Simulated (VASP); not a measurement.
# YSi2Ru2: which input changes matter, part 2 of 4

Aim: change the input of a sound run on YSi2Ru2 piece by piece and see what each change does. All runs use LDA. The start is a cell from a database of measured crystal structures.

VASP 6.6.1; LDA; plane waves and PAW (Y_sv, Si, Ru_pv).

So far. Step 2 (Reference run): The pressure is -7.60 GPa and the largest force 1.282 eV/Å, so the cell is not at a minimum at these settings.

The database entry behind the starting cell has ideal inner coordinates that were not refined, so it need not match the best structure at ambient conditions.

**3. A single point (LDA), changed input**

A single point gives energy, forces and stress at these settings. Some settings are moved from the usual, to see what they do.

INCAR reads:

```
SYSTEM = YSi2Ru2
PREC = Accurate
ENCUT = 400
EDIFF = 1E-06
NELM = 100
ISMEAR = -1
SIGMA = 0.05
LREAL = .FALSE.
ALGO = Normal
GGA = CA
NBANDS = 29
LASPH = .TRUE.
LORBIT = 11
LWAVE = .FALSE.
LCHARG = .FALSE.
KPAR = 4
ISIF = 2
MAXMIX = 10
```

POSCAR reads:

```
YSi2Ru2
1.0
   -4.1557000000      0.0000000000      0.0000000000
    0.0000000000      4.1557000000      0.0000000000
    2.0778500000     -2.0778500000     -4.7685500000
Y Si Ru
1 2 2
Direct
    0.0000000000      0.0000000000      0.0000000000
    0.6250000000      0.6250000000      0.2500000000
    0.3750000000      0.3750000000      0.7500000000
    0.7500000000      0.2500000000      0.5000000000
    0.2500000000      0.7500000000      0.5000000000
```

KPOINTS reads:

```
Automatic mesh
0
Gamma
4 4 4
0 0 0
```

Potentials, in the order of the species: Y_sv, Si and Ru_pv (LDA family, release 64).

Launch:

```
> mpirun -np 4 vasp_std
```

The log of the run:

```text
[banner, memory and clock lines left out]
running    4 mpi-ranks, on    1 nodes
 distrk:  each k-point on    1 cores,    4 groups
 distr:  one band on    1 cores,    1 groups

 POSCAR found type information on POSCAR Y SiRu
 POSCAR found :  3 types and       5 ions
 LDA part: xc-table for (Slater(with rela. corr.)+CA(PZ))
 , standard interpolation
 POSCAR, INCAR and KPOINTS ok, starting setup
 FFT: planning ... GRIDC
 FFT: planning ... GRID_SOFT
 FFT: planning ... GRID
 WAVECAR not read
 entering main loop
       N       E                     dE             d eps       ncg     rms          rms(c)
DAV:   1     0.331933268489E+03    0.33193E+03   -0.22696E+04   778   0.132E+03
DAV:   2    -0.310404525514E+02   -0.36297E+03   -0.35078E+03   814   0.393E+02
DAV:   3    -0.467145555798E+02   -0.15674E+02   -0.14876E+02  1058   0.698E+01
DAV:   4    -0.472693292167E+02   -0.55477E+00   -0.55357E+00  1095   0.105E+01
DAV:   5    -0.472790654657E+02   -0.97362E-02   -0.97347E-02   978   0.139E+00    0.332E+01
DAV:   6    -0.453468874417E+02    0.19322E+01   -0.83369E+00   852   0.178E+01    0.186E+01
DAV:   7    -0.452157792949E+02    0.13111E+00   -0.47461E+00  1184   0.115E+01    0.167E+01
DAV:   8    -0.448885130123E+02    0.32727E+00   -0.17444E+00   915   0.812E+00    0.557E+00
DAV:   9    -0.448778053278E+02    0.10708E-01   -0.16756E-01   856   0.206E+00    0.949E-01
DAV:  10    -0.448760183260E+02    0.17870E-02   -0.13813E-02   943   0.849E-01    0.241E-01
DAV:  11    -0.448759868973E+02    0.31429E-04   -0.12751E-03   878   0.216E-01    0.142E-01
DAV:  12    -0.448759746381E+02    0.12259E-04   -0.11660E-04   919   0.623E-02    0.257E-02
DAV:  13    -0.448759719861E+02    0.26520E-05   -0.25641E-05  1061   0.324E-02    0.201E-02
DAV:  14    -0.448759717554E+02    0.23076E-06   -0.36097E-06   779   0.106E-02
   1 F= -.44875972E+02 E0= -.44863880E+02  d E =-.241842E-01
```

The job ended after 12 s (4 MPI ranks of Intel Xeon Platinum 8259CL at 2.50GHz (Skylake/Cascade Lake), shared host; peak memory 0.67 GiB).

OUTCAR, selected parts (step 3):

```text
The static configuration has the point symmetry D_4h.

 Found     13 irreducible k-points:

   k-points           NKPTS =     13   k-points in BZ     NKDIM =     13   number of bands    NBANDS=     29

   NELECT =      47.0000    total number of electrons

 E-fermi :   8.2805

 k-point     1 :       0.0000    0.0000    0.0000
  band No.  band energies     occupation
    ...
     20       7.5957      2.00000
     21       7.6967      1.99998
     22       8.0648      1.97360
     23       8.0648      1.97360
     24       8.1833      1.74949
     25       8.4889      0.03047
     26       9.8547      0.00000
     27      11.3265      0.00000
     28      11.3467      0.00000
     29      11.3467      0.00000

 k-point     2 :       0.2500    0.0000   -0.0000
  band No.  band energies     occupation
    ...
     20       7.3405      2.00000
     21       7.4512      2.00000
     22       7.6154      2.00000
     23       7.7119      1.99998
     24       8.1293      1.90721
     25       9.1535      0.00000
     26       9.6452      0.00000
     27      10.6751      0.00000
     28      11.0126      0.00000
     29      13.2963      0.00000

  Total       -4.9876901     -4.9876901     -2.3457252      0.0000000     -0.0000000     -0.0000000
  in kB      -97.0365461    -97.0365461    -45.6365699      0.0000000     -0.0000000     -0.0000000
  external PRESSURE =     -79.9032207 kB  Pullay stress =       0.0000000 kB

 POSITION                                       TOTAL-FORCE (eV/Angst)
 -----------------------------------------------------------------------------------
      0.00000      0.00000      0.00000        -0.000000      0.000000     -0.000000
     -2.07785      2.07785     -1.19214        -0.000000      0.000000     -1.179950
      0.00000      0.00000     -3.57641         0.000000     -0.000000      1.179950
     -2.07785      0.00000     -2.38428        -0.000000     -0.000000      0.000000
      0.00000      2.07785     -2.38428         0.000000      0.000000     -0.000000
 -----------------------------------------------------------------------------------
    total drift:                               -0.000000      0.000000     -0.000000

  FREE ENERGIE OF THE ION-ELECTRON SYSTEM (eV)
  ---------------------------------------------------
  free  energy   TOTEN  =       -44.8759717554 eV

  energy  without entropy=      -44.8517875388  energy(sigma->0) =      -44.86387965

 total charge
# of ion       s       p       d       f       tot
--------------------------------------------------
    1        2.190   6.366   0.963   0.043   9.562
    2        0.759   0.938   0.000   0.000   1.697
    3        0.759   0.938   0.000   0.000   1.697
    4        0.355   6.272   6.185   0.000  12.811
    5        0.355   6.272   6.185   0.000  12.811
--------------------------------------------------
tot          4.419  20.786  13.333   0.043  38.580

[... 6 parts as in an earlier step ...]

[... 6 further parts left out ...]
```

The run converged; its settings lie outside those of the reference runs, so its numbers are set aside.

Against the sound run on this cell (reference run) the energy at zero smearing moves by -9.7 meV an atom and the pressure by -0.39 GPa.

Settings moved from the usual: MAXMIX = 10 and k-mesh = 4×4×4.

The mesh holds 13 irreducible points against 40. MAXMIX acts on the way to self-consistency or on speed; a fully converged result doesn't depend on them, though slow mixing can meet EDIFF with the stress still off.

**4. Self-consistent run (LDA), changed input**

This run is made with a changed input; what comes of it follows.

Edit INCAR of step 3 so:

```diff
@@ -4,3 +4,3 @@
 EDIFF = 1E-06
-NELM = 100
+NELM = 86
 ISMEAR = -1
@@ -17,2 +17 @@
 ISIF = 2
-MAXMIX = 10
```

POSCAR is that of step 3.

KPOINTS reads:

```
Automatic mesh
0
Gamma
1 1 1
0 0 0
```

Launch:

```
> mpirun -np 4 vasp_std
```

The log of the run:

```text
[... set-up lines as in an earlier step ...]
 entering main loop
       N       E                     dE             d eps       ncg     rms          rms(c)
DAV:   1     0.357699782527E+03    0.35770E+03   -0.22871E+04    58   0.134E+03
DAV:   2    -0.245263488536E+02   -0.38223E+03   -0.37008E+03    63   0.398E+02
DAV:   3    -0.396761201061E+02   -0.15150E+02   -0.14543E+02    76   0.725E+01
DAV:   4    -0.405086014795E+02   -0.83248E+00   -0.83200E+00    92   0.104E+01
DAV:   5    -0.405192092158E+02   -0.10608E-01   -0.10607E-01    76   0.150E+00    0.356E+01
DAV:   6    -0.388752948347E+02    0.16439E+01   -0.14350E+01    66   0.223E+01    0.181E+01
DAV:   7    -0.386689921682E+02    0.20630E+00   -0.12294E+01    74   0.170E+01    0.201E+01
DAV:   8    -0.380256524040E+02    0.64334E+00   -0.73070E+00    74   0.122E+01    0.701E+00
DAV:   9    -0.376330582811E+02    0.39259E+00   -0.61614E-01    68   0.370E+00    0.243E+00
DAV:  10    -0.375856946852E+02    0.47364E-01   -0.21143E-01    82   0.174E+00    0.174E+00
DAV:  11    -0.375839768279E+02    0.17179E-02   -0.55647E-03    68   0.448E-01    0.871E-01
DAV:  12    -0.375817068514E+02    0.22700E-02   -0.66176E-03    58   0.328E-01    0.339E-01
DAV:  13    -0.375817169279E+02   -0.10077E-04   -0.19030E-03    58   0.212E-01    0.278E-01
DAV:  14    -0.375814356211E+02    0.28131E-03   -0.12477E-03    58   0.177E-01    0.168E-01
DAV:  15    -0.375812010553E+02    0.23457E-03   -0.26233E-04    58   0.759E-02    0.224E-02
DAV:  16    -0.375811914484E+02    0.96070E-05   -0.14983E-05    92   0.187E-02    0.122E-02
DAV:  17    -0.375811908915E+02    0.55690E-06   -0.34135E-07    29   0.317E-03
   1 F= -.37581191E+02 E0= -.37505725E+02  d E =-.150932E+00
```

The job ended after 8.4 s (4 MPI ranks; peak memory 0.6 GiB).

Parts of OUTCAR (step 4):

```text
The static configuration has the point symmetry D_4h.

 Found      1 irreducible k-points:

   k-points           NKPTS =      1   k-points in BZ     NKDIM =      1   number of bands    NBANDS=     29

   NELECT =      47.0000    total number of electrons

 E-fermi :   8.2472

 k-point     1 :       0.0000    0.0000    0.0000
  band No.  band energies     occupation
    ...
     20       7.9516      1.99459
     21       8.0389      1.96944
     22       8.0918      1.91428
     23       8.1883      1.52858
     24       8.1883      1.52858
     25       8.4172      0.06451
     26       9.4885      0.00000
     27      11.4176      0.00000
     28      11.4990      0.00000
     29      11.4990      0.00000

  Total        0.7085097      0.7085097     15.9268357      0.0000000      0.0000000      0.0000000
  in kB       13.7842036     13.7842036    309.8598923      0.0000000      0.0000000      0.0000000
  external PRESSURE =     112.4760998 kB  Pullay stress =       0.0000000 kB

 POSITION                                       TOTAL-FORCE (eV/Angst)
 -----------------------------------------------------------------------------------
      0.00000      0.00000      0.00000         0.000000     -0.000000      0.000000
     -2.07785      2.07785     -1.19214         0.000000     -0.000000     -0.986577
      0.00000      0.00000     -3.57641         0.000000     -0.000000      0.986577
     -2.07785      0.00000     -2.38428         0.000000      0.000000      0.000000
      0.00000      2.07785     -2.38428        -0.000000     -0.000000      0.000000
 -----------------------------------------------------------------------------------
    total drift:                               -0.000000      0.000000     -0.000000

  FREE ENERGIE OF THE ION-ELECTRON SYSTEM (eV)
  ---------------------------------------------------
  free  energy   TOTEN  =       -37.5811908915 eV

  energy  without entropy=      -37.4302585011  energy(sigma->0) =      -37.50572470

 total charge
# of ion       s       p       d       f       tot
--------------------------------------------------
    1        2.154   6.327   1.083   0.049   9.613
    2        0.802   0.972   0.000   0.000   1.774
    3        0.802   0.972   0.000   0.000   1.774
    4        0.347   6.346   6.144   0.000  12.838
    5        0.347   6.346   6.144   0.000  12.838
--------------------------------------------------
tot          4.452  20.962  13.372   0.049  38.836

[... 6 parts as in an earlier step ...]

[... 2 further parts left out ...]
```

Convergence was reached, but on settings outside the sound range, so the numbers are no properties of the crystal.

Against the sound run on this cell (reference run) the energy at zero smearing moves by +1461.9 meV an atom and the pressure by +18.85 GPa.

The fault in the input: one k point for a small cell (k-mesh = [1, 1, 1]). A small cell needs a mesh; Γ alone serves large cells only.

**5. A single point (LDA), changed input, try 2**

A single point gives energy, forces and stress at these settings. Some settings are moved from the usual, to see what they do.

Edit INCAR of step 4 so:

```diff
@@ -2,8 +2,8 @@
 PREC = Accurate
-ENCUT = 400
+ENCUT = 250
 EDIFF = 1E-06
-NELM = 86
+NELM = 100
 ISMEAR = -1
 SIGMA = 0.05
-LREAL = .FALSE.
+LREAL = On
 ALGO = Normal
```

POSCAR is that of step 4.

KPOINTS reads:

```
Automatic mesh
0
Gamma
7 7 7
0 0 0
```

Launch:

```
> mpirun -np 4 vasp_std
```

The log of the run:

```text
[banner, memory and clock lines left out]
running    4 mpi-ranks, on    1 nodes
 distrk:  each k-point on    1 cores,    4 groups
 distr:  one band on    1 cores,    1 groups

 POSCAR found type information on POSCAR Y SiRu
 POSCAR found :  3 types and       5 ions
|                                                                             |
|               ----> ADVICE to this user running VASP <----                  |
|                                                                             |
|     You have a (more or less) 'small supercell' and for smaller cells       |
|     it is recommended to use the reciprocal-space projection scheme!        |
|     The real-space optimization is not efficient for small cells and it     |
|     is also less accurate ...                                               |
|     Therefore, set LREAL=.FALSE. in the INCAR file.                         |
|                                                                             |

 LDA part: xc-table for (Slater(with rela. corr.)+CA(PZ))
 , standard interpolation
 POSCAR, INCAR and KPOINTS ok, starting setup
 FFT: planning ... GRIDC
 FFT: planning ... GRID_SOFT
 FFT: planning ... GRID
 WAVECAR not read
 entering main loop
       N       E                     dE             d eps       ncg     rms          rms(c)
DAV:   1     0.226969656084E+03    0.22697E+03   -0.18032E+04  2752   0.931E+02
DAV:   2    -0.369955997278E+02   -0.26397E+03   -0.25326E+03  2672   0.308E+02
DAV:   3    -0.468687963547E+02   -0.98732E+01   -0.96547E+01  3129   0.537E+01
DAV:   4    -0.472045611789E+02   -0.33576E+00   -0.33499E+00  3360   0.803E+00
DAV:   5    -0.472090448860E+02   -0.44837E-02   -0.44818E-02  2945   0.942E-01    0.333E+01
DAV:   6    -0.452489332104E+02    0.19601E+01   -0.77934E+00  2595   0.172E+01    0.190E+01
DAV:   7    -0.451320883929E+02    0.11684E+00   -0.41747E+00  3455   0.108E+01    0.163E+01
DAV:   8    -0.448031730822E+02    0.32892E+00   -0.18845E+00  2708   0.835E+00    0.533E+00
DAV:   9    -0.447955594151E+02    0.76137E-02   -0.13797E-01  2707   0.203E+00    0.956E-01
DAV:  10    -0.447950894013E+02    0.47001E-03   -0.46002E-03  2868   0.380E-01    0.257E-01
DAV:  11    -0.447950284205E+02    0.60981E-04   -0.81589E-04  2848   0.188E-01    0.103E-01
DAV:  12    -0.447949947192E+02    0.33701E-04   -0.21088E-04  2838   0.941E-02    0.341E-02
DAV:  13    -0.447949936581E+02    0.10611E-05   -0.17593E-05  3112   0.217E-02    0.143E-02
DAV:  14    -0.447949938319E+02   -0.17374E-06   -0.74081E-07  1737   0.512E-03
   1 F= -.44794994E+02 E0= -.44786139E+02  d E =-.177089E-01
```

Run time: 18 s. Hardware: 4 MPI ranks; peak memory 0.57 GiB.

OUTCAR, selected parts (step 5):

```text
   k-points           NKPTS =     40   k-points in BZ     NKDIM =     40   number of bands    NBANDS=     29

   ENCUT  =  250.0 eV  18.37 Ry    4.29 a.u.   5.36  5.36  7.22*2*pi/ulx,y,z

   NELECT =      47.0000    total number of electrons

 E-fermi :   8.3742

 k-point     1 :       0.0000    0.0000    0.0000
  band No.  band energies     occupation
    ...
     20       7.5962      2.00000
     21       7.7013      2.00000
     22       8.0757      1.99491
     23       8.0757      1.99490
     24       8.1719      1.96562
     25       8.5282      0.08791
     26       9.8975      0.00000
     27      11.3065      0.00000
     28      11.3539      0.00000
     29      11.3539      0.00000

  Total       -5.4369389     -5.4369389     -3.8309298      0.0000000     -0.0000000     -0.0000000
  in kB     -105.7767736   -105.7767736    -74.5315332      0.0000000     -0.0000000     -0.0000000
  external PRESSURE =     -95.3616934 kB  Pullay stress =       0.0000000 kB

 POSITION                                       TOTAL-FORCE (eV/Angst)
 -----------------------------------------------------------------------------------
      0.00000      0.00000      0.00000        -0.000000     -0.000000      0.000000
     -2.07785      2.07785     -1.19214         0.000000     -0.000000     -1.284642
      0.00000      0.00000     -3.57641        -0.000000      0.000000      1.284642
     -2.07785      0.00000     -2.38428        -0.000000      0.000000      0.000000
      0.00000      2.07785     -2.38428         0.000000      0.000000      0.000000
 -----------------------------------------------------------------------------------
    total drift:                               -0.000000     -0.000000     -0.000000

  FREE ENERGIE OF THE ION-ELECTRON SYSTEM (eV)
  ---------------------------------------------------
  free  energy   TOTEN  =       -44.7949938319 eV

  energy  without entropy=      -44.7772849501  energy(sigma->0) =      -44.78613939

[... 4 parts as in an earlier step ...]

[... 11 further parts left out ...]
```

The run converged; its settings lie outside those of the reference runs, so its numbers are set aside.

Against the sound run on this cell (reference run) the energy at zero smearing moves by +5.9 meV an atom and the pressure by -1.94 GPa.

Settings moved from the usual: ENCUT = 250 and LREAL = On.

The cutoff falls from 400 to 250 eV, which shrinks the basis; the stress suffers most (Pulay stress), and PAW energies need not rise evenly as the basis shrinks.

(Continued in part 3 of 4.)

[Lines on the potential files, build, host, timing and source positions are cut from VASP's logs without a mark.]

[Logs are printed without paths, hosts, clocks, repeated set-up lines and the standing remarks that a program may print on its own settings, such as how far it seeks lower states.]

[Hosts, paths, dates, database ids (printed as entryN), source tags and the programs' standing remarks are cut or masked in the printed files.]

[A measured line is paired with the nearest computed mode of its activity, which favours agreement.]
